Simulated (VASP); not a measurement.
```
CELL_PARAMETERS angstrom
      0.00000     2.50989     2.50989
      2.50989     0.00000     2.50989
      2.50989     2.50989     0.00000
ATOMIC_POSITIONS crystal
  Mg 0.00000 0.00000 0.00000
  Se 0.50000 0.50000 0.50000
```

These are PBE GGA, VASP's PBE PAW potentials (set 64) (plane waves; VASP) values and carry that method's errors. Run with 500 eV cut-off, 9×9×9 Γ-centred mesh, Gaussian smearing of 0.050 eV, potentials Mg Se.

Energy and stress use the plane-wave basis of the starting cell.

The ions, cell shape and volume at an external pressure of 45.0 GPa are relaxed. What does this cell relax into?

```
CELL_PARAMETERS angstrom
      0.00000     2.44634     2.44634
      2.44634     0.00000     2.44634
      2.44634     2.44634     0.00000
ATOMIC_POSITIONS crystal
  Mg 0.00000 0.00000 0.00000
  Se 0.50000 0.50000 0.50000
```
Space group Fm-3m (225), at a tolerance of 0.03 Å.

How do energy and volume change from the first to the last step?

The energy (σ→0) changes by +270.6 meV/atom and the volume by -7.4 %, in 4 ionic steps.

The compound is MgSe in the rock salt structure. This run relaxes it under an external pressure of 45 GPa. Symmetry was kept, so distortions that lower it aren't found.
